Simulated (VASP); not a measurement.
Data:

```yaml
crystal:
  lattice:
    - [0.00000, 1.85447, 1.85447]
    - [1.85447, 0.00000, 1.85447]
    - [1.85447, 1.85447, 0.00000]
  atoms:
    - { symbol: B, position: [0.00000, 0.00000, 0.00000] }
    - { symbol: N, position: [0.25000, 0.25000, 0.25000] }
```

The numbers are results of PBE GGA, VASP's PBE PAW potentials (set 64) (plane waves; VASP), not measurements. Settings: PREC = Normal, 500 eV cut-off, 6×6×6 Γ-centred mesh, Gaussian smearing of 0.010 eV, potentials B_GW N_GW_new.

### Question
Predict the energy per atom (σ→0), pressure, band gap (on the k-mesh) with the smallest direct gap where there is one.

### Answer

```
Quantity                                     Result
-----------------------------------  --------------
band gap (on the k-mesh)                    4.37 eV
smallest direct gap (on the k-mesh)         8.45 eV
energy per atom (σ→0)                -8.695 eV/atom
pressure                                 -22.73 GPa
```

Total energies compare only between runs with the same potentials, cut-off and functional.

The compound is BN in the zinc blende structure. This cell is one point of a volume scan, at 1.08 of the reference volume. The k-mesh is coarse (spacing up to 0.49 per Å, 2π included), so the numbers may not be converged in it.
